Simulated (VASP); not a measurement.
Crystal: Ga3BiO4.

```
Ga Bi O
1.0
     5.26670    0.00000    0.00000
     0.00000    5.26670    0.00000
     0.00000    0.00000    5.26670
Ga Bi O
3 1 4
Direct
  0.00000 0.50000 0.50000
  0.50000 0.00000 0.50000
  0.50000 0.50000 0.00000
  0.00000 0.00000 0.00000
  0.24947 0.24947 0.24947
  0.75053 0.75053 0.24947
  0.75053 0.24947 0.75053
  0.24947 0.75053 0.75053
```

The cell was built by a generator and needn't be a form met in nature.

| Quantity | Value |
| --- | --- |
| Program | VASP 6.6.1 |
| Task | relaxation of cell and atoms |
| Functional | PBE |
| Potentials or basis | VASP PAW PBE potentials, release 64 (Ga_d, Bi_d, O) |
| Cutoff | 520 eV |
| k mesh | 3 × 3 × 3 |
| Occupations | gaussian, width 0.15 eV |
| Spin | no spin polarisation |

At the start: pressure -3.4 GPa; volume 18.26 Å³/atom.

How do energy, volume and symmetry change on relaxing?

Over 10 steps the energy falls by 128.6 meV/atom and the volume is 15.53 Å³/atom (-14.9 %); space group P-43m (No. 215, to 0.05 Å).

The path:
```tsv
step	energy change (eV)	largest force (eV/Å)	pressure (GPa)	volume (Å³)
1	0.0000	1.0218	-3.39	146.09
2	-0.3400	1.1290	-1.61	138.07
3	-0.6285	1.1824	7.16	120.41
4	-0.7535	0.9205	6.62	119.57
5	-0.8966	0.4221	5.95	117.90
6	-0.9127	0.1731	5.67	117.12
7	-0.9977	0.1075	2.66	120.48
8	-1.0250	0.0504	0.92	122.95
9	-1.0014	0.0573	-2.38	127.98
10	-1.0285	0.0227	0.14	124.26
```

Final structure:
```
Ga Bi O
1.0
     4.99011    0.00000    0.00000
     0.00000    4.99011    0.00000
     0.00000    0.00000    4.99011
Ga Bi O
3 1 4
Cartesian
  0.0000 2.4951 2.4951
  2.4951 0.0000 2.4951
  2.4951 2.4951 0.0000
  0.0000 0.0000 0.0000
  1.4161 1.4161 1.4161
  3.5740 3.5740 1.4161
  3.5740 1.4161 3.5740
  1.4161 3.5740 3.5740
```

Caveat: the k mesh is coarse (spacing up to 0.40 Å⁻¹), so the values aren't converged; the relaxation stopped at a loose force limit of 0.08 eV/Å, so its end isn't a converged minimum.
